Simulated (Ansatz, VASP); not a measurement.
## Cross-check of InCl3 between VASP and Ansatz

Wanted: the spread between two codes on one cell, functional and k mesh. The cell is generated by rule, not measured, and may not be a known phase. The cell is taken from a series of runs on this material, whose earlier steps may have relaxed, scaled, displaced or heated it; both programs get it as it stands.

Main program and level: Ansatz 0.2.0; plane waves, with VASP 6.6.1 beside it; zone-centre phonons at PBEsol.

The structure was built from a prototype and need not be the compound's stable phase.

## 1. The structure

It takes space group Pm-3m (No. 221, cubic). The conventional cell has a = 5.024 Å, b = 5.024 Å, c = 5.024 Å, α = 90.00°, β = 90.00°, γ = 90.00°. Nearest to In lie 6 Cl at 2.51 Å. Nearest to Cl lie 2 In at 2.51 Å. Farther neighbours and most contacts between anions are not listed.

Coordinates:

```cif
data_structure
_symmetry_space_group_name_H-M 'Pm-3m'
_symmetry_Int_Tables_number 221
_cell_length_a 5.0240
_cell_length_b 5.0240
_cell_length_c 5.0240
_cell_angle_alpha 90.000
_cell_angle_beta 90.000
_cell_angle_gamma 90.000
_cell_volume 126.81
loop_
_atom_site_label
_atom_site_type_symbol
_atom_site_symmetry_multiplicity
_atom_site_Wyckoff_symbol
_atom_site_fract_x
_atom_site_fract_y
_atom_site_fract_z
_atom_site_occupancy
In1 In 1 a 0.00000 0.00000 0.00000 1
Cl1 Cl 3 d 0.50000 0.00000 0.00000 1
```

## 2. Ansatz: zone-centre phonons, PBEsol

Ansatz runs on its default PAW (the set named soft_2) files.

Second derivatives magnify differences that forces hide, and they need a tight electronic threshold.

The input, input.yaml:

```yaml
crystal:
  lattice:
    - [5.0239648185, 0.0, 0.0]
    - [0.0, 5.0239648185, 0.0]
    - [0.0, 0.0, 5.0239648185]
  atoms:
    - { symbol: In, position: [0.0, 0.0, 0.0] }
    - { symbol: Cl, position: [0.5, 0.0, 0.0] }
    - { symbol: Cl, position: [0.0, 0.5, 0.0] }
    - { symbol: Cl, position: [0.0, 0.0, 0.5] }
kpoints:
  mp_grid: { grid: [8, 8, 8] }
hamiltonian:
  xc: pbesol
scf:
  occupations: { method: methfessel_paxton, width: 0.2 }
output:
  eigenvalues: true
phonons:
  method: dfpt
  qmesh: [2, 2, 2]
  temperatures: { t_max: 1000, t_step: 50 }
  qpath:
    path:
      - [[0.0, 0.0, 0.0], [0.0, 0.5, 0.0], [0.5, 0.5, 0.0], [0.0, 0.0, 0.0], [0.5, 0.5, 0.5], [0.0, 0.5, 0.0]]
      - [[0.5, 0.5, 0.5], [0.5, 0.5, 0.0]]
    npoints: 10
```

Run with:

```console
$ ansatz run input.yaml --threads 4 --pin off --max-ram 7168MiB --backend cpu --events-out ev --progress --plain --runs-dir out
```

Numbers of over 12 decimals in the logs are rounded to 6 here.

Output:

```text
Engine: ansatz 0.2.0, aarch64-unknown-linux-gnu
Pseudopotentials: kind: paw
Pseudopotential: In, paw, valence charge 13, recommended cutoff 420 eV (normal), In.paw.azcp
Pseudopotential: Cl, paw, valence charge 7, recommended cutoff 420 eV (normal), Cl.paw.azcp
Functional definition: PBEsol
  exchange = pbesol_x
  correlation = pbesol_c
Crystal: 4 atoms, lattice volume = 126.806 Å³
Basis set: ecut = 420 eV, 2517 PW (Γ), exchange–correlation on 72×72×72 points (8 copies of the dense FFT grid, shifted against one another)
Bands: 21, of which v1, the nominal top of the filled ones, is band 17 counted from 1 (16 counted from 0)
Symmetry: 48 space group operations
k-points: 35 of 512
Non-local potential: In, projectors of the file, l = 0: 2, l = 1: 2, l = 2: 2, l = 3: 2
Non-local potential: Cl, projectors of the file, l = 0: 2, l = 1: 2, l = 2: 2
PAW form: soft (Blöchl's): semilocal exchange-correlation on the pseudo side does not see the compensation charge
PAW frozen core: In, regenerated for the run's functional, and the local potential with it (the file was generated under x = pbe(κ = 0.804, μ = 0.219515), c = pbe(β = 0.066725))
PAW frozen core: Cl, regenerated for the run's functional, and the local potential with it (the file was generated under x = pbe(κ = 0.804, μ = 0.219515), c = pbe(β = 0.066725))
PAW one-centre angular grid: In, 590 points (default); XC on 64 Gauss nodes
PAW one-centre angular grid: Cl, 110 points (default); XC on 64 Gauss nodes
Initial density: superposition of atomic densities (neutral atoms: chi_scale 0, normalization atom), corrected by the library's trained network
Initial wavefunctions: pseudopotential atomic-orbital guess
Functional: x = pbesol(κ = 0.804, μ = 0.123457), c = pbesol(β = 0.046)
SCF iter   1: F=—  HF=-8711.372862 eV  |F-HF|=—  |Δ(HF+E_count)|=         —  Δρ=3.68e-3  dr2=2.02e-2  ethr=1.77e-3  ⟨swp⟩=5.7  Hψ=3622  notcnv=0
preconditioner: auto → none  [metal: Δε(μ)=0.124 eV  Ē_g=13.806 eV  σ=0.200 eV  W_gap=0.50  n_scr=26 (ndim 8)  ℏωp=19.2 eV  f_vac=0.248  D(μ)=0.92/eV (n_scr^D=0)  sad-step TF]
SCF iter   2: F=—  HF=-8711.368294 eV  |F-HF|=—  |Δ(HF+E_count)|=   4.57e-3  S|Δr|=    0.00e0  Δρ=1.70e-3  dr2=5.27e-3  ethr=5.94e-5  ⟨swp⟩=2.3  Hψ=1521  notcnv=0
preconditioner: auto → Resta (q_TF=auto, 2.191 Å⁻¹)  ε∞=2.9  [insulator: Δε(μ)=0.141 eV  Ē_g=13.827 eV  σ=0.200 eV  W_gap=0.56  n_scr=26 (ndim 8)  ℏωp=19.2 eV  f_vac=0.246  D(μ)=0.90/eV (n_scr^D=0)  ε∞_Penn≈2.9  vacuum switching on, ρ_ref=1.4e-2 e/Å³]
SCF iter   3: F=—  HF=-8711.367770 eV  |F-HF|=—  |Δ(HF+E_count)|=   5.23e-4  S|Δr|=    0.00e0  Δρ=3.54e-4  dr2=2.74e-4  ethr=1.55e-5  ⟨swp⟩=2.9  Hψ=1353  notcnv=0
SCF iter   4: F=—  HF=-8711.367716 eV  |F-HF|=—  |Δ(HF+E_count)|=   5.41e-5  S|Δr|=    0.00e0  Δρ=1.04e-4  dr2=1.08e-5  ethr=8.05e-7  ⟨swp⟩=2.9  Hψ=1394  notcnv=0
SCF iter   5: F=—  HF=-8711.367706 eV  |F-HF|=—  |Δ(HF+E_count)|=   1.02e-5  S|Δr|=    0.00e0  Δρ=3.06e-5  dr2=9.06e-7  ethr=3.17e-8  ⟨swp⟩=2.9  Hψ=1370  notcnv=0
SCF iter   6: F=—  HF=-8711.367710 eV  |F-HF|=—  |Δ(HF+E_count)|=   3.65e-6  S|Δr|=    0.00e0  Δρ=4.24e-6  dr2=1.81e-8  ethr=2.66e-9  ⟨swp⟩=2.0  Hψ=1215  notcnv=0
SCF iter   7: F=—  HF=-8711.367710 eV  |F-HF|=—  |Δ(HF+E_count)|=   5.19e-9  S|Δr|=    0.00e0  Δρ=4.85e-7  dr2=3.84e-10  ethr=5.33e-11  ⟨swp⟩=2.5  Hψ=1343  notcnv=0
SCF iter   8: F=—  HF=-8711.367710 eV  |F-HF|=—  |Δ(HF+E_count)|=  1.82e-12  S|Δr|=    0.00e0  Δρ=1.42e-7  dr2=2.59e-11  ethr=1.13e-12  ⟨swp⟩=2.4  Hψ=1221  notcnv=0
SCF iter   9: F=-8711.367710 eV  HF=-8711.367710 eV  |F-HF|=0.00e0  |Δ(HF+E_count)|=  9.09e-12  S|Δr|=    0.00e0  Δρ=3.57e-8  dr2=9.28e-13  ethr=1.00e-12  ⟨swp⟩=6.3  Hψ=3595  notcnv=0
SCF 1 converged in 9 iterations: F = -8711.367710 eV  dr2 = 9.28e-13
  greatest PAW one-centre occupation: 0.986 electrons in one spin orbital (limit 2), on the In atom at site 0 (counted from 0), in its partial waves of l = 2
Initial density: read from a saved state, or passed on in memory by an earlier SCF of this step, an earlier step, the calling program or the single point that the run made first
iter 1 solved again at ethr=1.76e-7 eV; its pass at ethr=3.10e-3 eV (dr2=5.99e-5 eV) is discarded
SCF iter   1: F=—  HF=-8711.367711 eV  |F-HF|=—  |Δ(HF+E_count)|=         —  Δρ=3.29e-7  dr2=7.30e-11  ethr=1.76e-7  ⟨swp⟩=3.3  Hψ=5837  notcnv=0
eigensolver tolerance schedule: the retry pair's looser diagonalisation over-reported the residual by 819900.08 of it (diagonalisation noise at an unbounded share of the residual, at the tolerance the schedule requests for it); recorded, not acted on — ethr = c·dr2/N_el stays at c = 1.0e-1
preconditioner: auto → Resta (q_TF=auto, 2.191 Å⁻¹)  ε∞=2.9  [insulator: Δε(μ)=0.148 eV  Ē_g=13.842 eV  σ=0.200 eV  W_gap=0.58  n_scr=26 (ndim 8)  ℏωp=19.2 eV  f_vac=0.239  D(μ)=0.89/eV (n_scr^D=0)  ε∞_Penn≈2.9]
SCF iter   2: F=—  HF=-8711.367710 eV  |F-HF|=—  |Δ(HF+E_count)|=   1.58e-6  S|Δr|=    0.00e0  Δρ=1.72e-7  dr2=3.03e-11  ethr=1.00e-12  ⟨swp⟩=4.0  Hψ=2160  notcnv=0
SCF iter   3: F=-8711.367710 eV  HF=-8711.367710 eV  |F-HF|=3.64e-12  |Δ(HF+E_count)|=  7.28e-12  S|Δr|=    0.00e0  Δρ=1.11e-7  dr2=9.75e-12  ethr=1.00e-12  ⟨swp⟩=3.6  Hψ=2333  notcnv=0
SCF 2 converged in 3 iterations: F = -8711.367710 eV  dr2 = 9.75e-12
phonons: the bands overlap, so this run is a metal and interpolates without the dipole-dipole term. If the crystal is really an insulator or semiconductor, its LO-TO splitting is missing
NSCF: frozen V_eff on 35 k-points
NSCF: frozen V_eff on 125 k-points
DFPT response loops at q = (0, 0, 0) (fractional): preconditioner auto → none (partly filled bands, converged f_vac=0.239); β = 0.50; Broyden in place of MSR1
NSCF: frozen V_eff on 250 k-points
DFPT response loops at q = (0, 0, -0.5) (fractional): mixed as the last ones told, above
NSCF: frozen V_eff on 250 k-points
DFPT response loops at q = (0, -0.5, -0.5) (fractional): mixed as the last ones told, above
NSCF: frozen V_eff on 250 k-points
DFPT response loops at q = (-0.5, -0.5, -0.5) (fractional): mixed as the last ones told, above
SCF converged after 9 iterations
Stability not checked: this state was not tested for a lower state beside it, because cold or Methfessel-Paxton smearing, or corrected tetrahedra, fill the levels in a way that the test cannot read (fill_not_monotonic; see scf.lower_state_search)
Free energy (F): -8711.367710 eV
Harris-Foulkes:  -8711.367710 eV  (|F-HF|=0.00e0)
Internal energy: -8711.375683 eV  (E = F + TS)
E sigma→0 (E₀):  -8711.369703 eV
Entropy (-TS):   0.007974 eV (1.993 meV/atom)
Fermi energy:    0.686978 eV
Step filling:    the computed levels leave a gap of 0.0000 eV = 0.0 smearing widths at the electron count; against every level under it full and every level over it empty, smearing changes F+E_penalty+E_count by +3.875 meV and its σ→0 estimate by +1.881 meV
--- Per-component energies (eV) ---
  E_band       = -227.506855
  E_kinetic    = 725.536083
  E_local      = -2846.559495  (includes V_loc(G=0)·N_el)
  E_nonlocal   = 458.401472
  E_hartree    = 1098.452536
  E_xc         = -527.957611
  E_vxc        = -459.781097  (∫ρ·V_xc dr)
  E_paw        = -6014.328499  (= ΣΔE_a)
  E_vpaw       = -302.009230  (= ΣTr[D̂ρ^β])
  E_aug_tail   = 0.000310  (compensation charges beyond the density's cutoff)
  E_ewald      = -1605.391678
  E_core_change = 0.471199  (= ΣΔE_core)
  E_smearing   = 0.007974  (= −TS)
  E_closure    = 0.000000  (closes the sum)
  Σ components = -8711.367710   (vs F -8711.367710, Δ=0.00e0)
--- Band table (eV; the first three rows and the last of 35) ---
  k-point 0: bands = [... 13 lower, -0.0864, -0.0602, -0.0602, -0.0602, 0.1188, 7.2036, 9.5666, 9.5666]
  k-point 1: bands = [... 13 lower, -0.1157, -0.1064, -0.0674, -0.0674, 0.7718, 7.3598, 9.6081, 9.6327]
  k-point 2: bands = [... 13 lower, -0.2067, -0.1538, -0.0662, -0.0662, 1.8026, 7.7933, 9.7171, 9.8229]
  k-point 34: bands = [... 13 lower, -0.3530, 0.6236, 0.6236, 0.6236, 5.8746, 5.8746, 5.8746, 7.5660]
--- Phonons (Γ-DFPT): 3 representative perturbations + reference (Σ response iterations 10) ---
  ASR residual: 1.754e-5 → 0.000e0 eV/Å²; symmetrization residual: 6.019e-6 eV/Å²
  ASR residual per site (eV/Å²): 1.75e-5 1.11e-5 1.11e-5 1.11e-5
  Γ frequencies (cm⁻¹): -55.44 -55.44 -55.44 -37.38 -37.38 -37.38 0.00 0.00 0.00 261.87 261.87 261.87
--- Phonons (arbitrary-q DFPT): 4 irreducible q on the 2×2×2 mesh ---
  q = [0.0000, 0.0000, 0.0000] (star 1, of the zone-centre solve; hermiticity 1.62e-6, symmetrization 4.29e-12): -55.44 -55.44 -55.44 -37.38 -37.38 -37.38 0.00 0.00 0.00 261.87 261.87 261.87
  q = [0.0000, 0.0000, -0.5000] (star 3, 7 solved perturbations in 775 linear systems a pass and spin channel, the states on 125 of 512 k-point pairs; hermiticity 7.51e-7, symmetrization 1.54e-12): -47.17 -47.17 -38.30 -23.22 -23.22 36.12 36.12 36.31 164.23 266.39 266.39 279.47
  q = [0.0000, -0.5000, -0.5000] (star 3, 7 solved perturbations in 775 linear systems a pass and spin channel, the states on 125 of 512 k-point pairs; hermiticity 1.80e-6, symmetrization 7.01e-13): -89.66 -23.09 -23.09 -18.18 -18.18 49.63 78.46 127.46 165.08 165.08 272.00 318.92
  q = [-0.5000, -0.5000, -0.5000] (star 1, 3 solved perturbations in 275 linear systems a pass and spin channel, the states on 125 of 512 k-point pairs; hermiticity 1.51e-13, symmetrization 2.39e-12): -89.16 -89.16 -89.16 76.98 76.98 76.98 124.93 124.93 169.57 169.57 169.57 337.40
  sum rule: each row above includes the acoustic sum rule's correction from the zone centre's row sums; it moved no ω² by more than (0.29 cm⁻¹)²
  mesh force constants: q→R imaginary residual 2.70e-47; ASR residual 1.754e-5 → 0.000e0 eV/Å²; symmetrization residual 6.217e-15 eV/Å²
  interpolated dispersion: 62 rows × 12 modes
  density of states and harmonic sums: on the 12×12×12 q-mesh, interpolated from the force constants of a 2×2×2 supercell (no non-analytic term)
  largest difference from the sums on the solved wave vectors: F 3.40e-1 eV, S 4.69e-4 and C_V 1.29e-4 eV/K
  zero-point energy: 0.073813 eV/cell   skipped modes (ω ≤ 0): 335, of them read as no rigid motion or as one in doubt: 332 (3.748e0 modes/cell left out, lowest -89.66 cm⁻¹)   left out of the sums: 3.12e-1 of the cell's modes: C_V's classical limit lies that fraction below 3 k_B per atom; for a crystal, a wire or a layer, F and S can be off by more, and a phonons.interpolated_qmesh denser along its periods is the remedy for the sampling
```

The column dr2 measures how far the density is from self-consistency, as an energy; F and HF (Harris–Foulkes) agree once it is small.

[end of part 1 of 2]

[Lines on the potential files, build, host, timing and source positions are cut from VASP's logs without a mark.]

[Logs are printed without paths, hosts, clocks, repeated set-up lines and the standing remarks that a program may print on its own settings, such as how far it seeks lower states.]

[Hosts, paths, dates, database ids (printed as entryN), source tags and the programs' standing remarks are cut or masked in the printed files.]
